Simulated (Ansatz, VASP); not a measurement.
## B2Te in VASP and in Ansatz

```
B Te
1.0
     3.44043    0.00000    0.00000
    -1.72021    2.97950    0.00000
     0.00000    0.00000    5.21320
B Te
2 1
Direct
  0.33333 0.66667 0.00000
  0.66667 0.33333 0.00000
  0.00000 0.00000 0.50000
```

Alike in both runs: task single point; functional PBE; k mesh 6 × 6 × 4; occupations gaussian, width 0.1 eV; no spin polarisation.

```csv
,VASP,Ansatz
version,VASP 6.6.1,Ansatz 0.2.0
potentials or method,"VASP PAW PBE potentials, release 64 (B, Te)","scalar-relativistic, plane waves, PAW"
plane-wave cutoff (eV),520,420
valence electrons in the cell,12,22
```

```csv
,VASP,Ansatz,Ansatz less VASP
gap on the k mesh at the Fermi level (eV),none,none,-
pressure (GPa),-18.8,-18.7,+0.05
largest component of the traceless stress (GPa),10.75,10.74,-0.009
```

A gap of «none» marks a metal or a gap that the smearing closes. The functional is the same, so the differences come from potentials, cutoffs and numerics. The two sets of potentials don't hold the same shells in valence.

Caveats: so large a pressure means that the cell lies far from this level's equilibrium, or that cutoff or potentials fall short (VASP). The runs have no spin-orbit coupling, so splittings on Te are missing.
